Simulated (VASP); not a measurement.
An input for Ansatz (written as the equivalent of a VASP run, and not itself run):

Ansatz 0.2 input:
```yaml
crystal:
  lattice:
    - [0.0015954, 5.2669569, 5.2692593]
    - [5.2669569, 0.0015954, 5.2692593]
    - [2.6342761, 2.6342761, 0.0000000]
  atoms:
    - { symbol: Zn, position: [0.9989906, 0.9989906, 0.0020188] }
    - { symbol: Se, position: [0.1385450, 0.1385450, 0.2229101] }
    - { symbol: Se, position: [0.1310811, 0.6062325, 0.2626863] }
    - { symbol: Se, position: [0.6062325, 0.1310811, 0.2626863] }
    - { symbol: Se, position: [0.6249117, 0.6249117, 0.2501766] }
    - { symbol: Be, position: [0.0004882, 0.4999634, 0.9995484] }
    - { symbol: Be, position: [0.4999634, 0.0004882, 0.9995484] }
    - { symbol: Be, position: [0.4997875, 0.4997875, 0.0004251] }
kpoints:
  mp_grid: { grid: [4, 4, 7] }
hamiltonian:
  xc: pbesol
  pseudopotentials: { kind: paw }
scf:
  occupations: { method: gaussian, width: 0.05 }
  max_iter: 100
relax:
  max_steps: 60
  f_tol: 0.02
  cell: {}
output: { forces: true, stress: true, eigenvalues: true }
```

Q: Write the VASP files for the same calculation (PBEsol).

A: This is not unique; one that fits is 
**KPOINTS**
```
Automatic
0
G
  4 4 7
```

INCAR:
```
ALGO  =  Normal
EDIFF  =  1E-6
EDIFFG  =  -0.02
ENCUT  =  400
GGA  =  PS
IBRION  =  2
ISIF  =  3
ISMEAR  =  0
LASPH  =  .True.
LCHARG  =  .False.
LMAXMIX  =  4
LREAL  =  .False.
LWAVE  =  .False.
NELM  =  100
NSW  =  60
PREC  =  Accurate
SIGMA  =  0.05
SYSTEM  =  Be3ZnSe4
```

File POSCAR:
```
Be3ZnSe4
1
    0.0015954350     5.2669568502     5.2692592773
    5.2669568502     0.0015954350     5.2692592773
    2.6342761426     2.6342761426     0.0000000000
Zn Se Be
1 4 3
Direct
  0.9989906229   0.9989906229   0.0020187541
  0.1385449525   0.1385449525   0.2229100951
  0.1310811254   0.6062325258   0.2626863488
  0.6062325258   0.1310811254   0.2626863488
  0.6249117074   0.6249117074   0.2501765853
  0.0004882214   0.4999633792   0.9995483995
  0.4999633792   0.0004882214   0.9995483995
  0.4997874656   0.4997874656   0.0004250689
```

POTCAR, in this order: Zn Se Be (PBE.64 set). Program: vasp_std.

What does not carry over: each code has its own PAW files, so the cut-off isn't converted (ENCUT is set for VASP's; basis.ecutwfc is left out, and Ansatz then takes the one that its files recommend); Ansatz stops its SCF on the density residual and VASP on the energy change (EDIFF).

The structure was generated: Be3ZnSe4 was put into an ordered model structure (Amm2), which need not be its known phase. This run relaxes it. Symmetry was kept, so distortions that lower it aren't found. The start is the result of an earlier pass.
